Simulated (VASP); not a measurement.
Nb₃ZrC₄ (ordered alloy cell): computed properties

These are PBEsol GGA, VASP's PBE PAW potentials (set 64) (plane waves; VASP 6.6.1) values and carry that method's errors.

```yaml
space_group: R-3m (166)
cell: a = b = 3.1804 Å, c = 31.2217 Å, α = β = 90.00°, γ = 120.00°
volume_per_atom: 11.40 Å³/atom
band gap (over mesh and band path): none (metal, semimetal or under 0.01 eV)
density: 7.61 g/cm³
```

Space group R-3m, hexagonal axes (No. 166); a = 3.180 Å, b = 3.180 Å, c = 31.222 Å, α = 90.00°, β = 90.00°, γ = 120.00°

```json
[
 {"atom": "Zr", "site": "3a", "symmetry": "-3m", "x": "0.0000", "y": "0.0000", "z": "0.0000"},
 {"atom": "C", "site": "6c", "symmetry": "3m", "x": "0.0000", "y": "0.0000", "z": "0.3778"},
 {"atom": "C", "site": "6c", "symmetry": "3m", "x": "0.0000", "y": "0.0000", "z": "0.1258"},
 {"atom": "Nb", "site": "6c", "symmetry": "3m", "x": "0.0000", "y": "0.0000", "z": "0.2482"},
 {"atom": "Nb", "site": "3b", "symmetry": "-3m", "x": "0.0000", "y": "0.0000", "z": "0.5000"}
]
```
(The calculation used a cell of 8 atoms; values per cell refer to that cell.)

The structure was generated: Nb3ZrC4 was put into an ordered model structure (R-3m), which need not be its known phase. It was relaxed first. Symmetry was kept, so distortions that lower it aren't found. The electron count is odd and the run is not spin-polarised, which forces a metal.
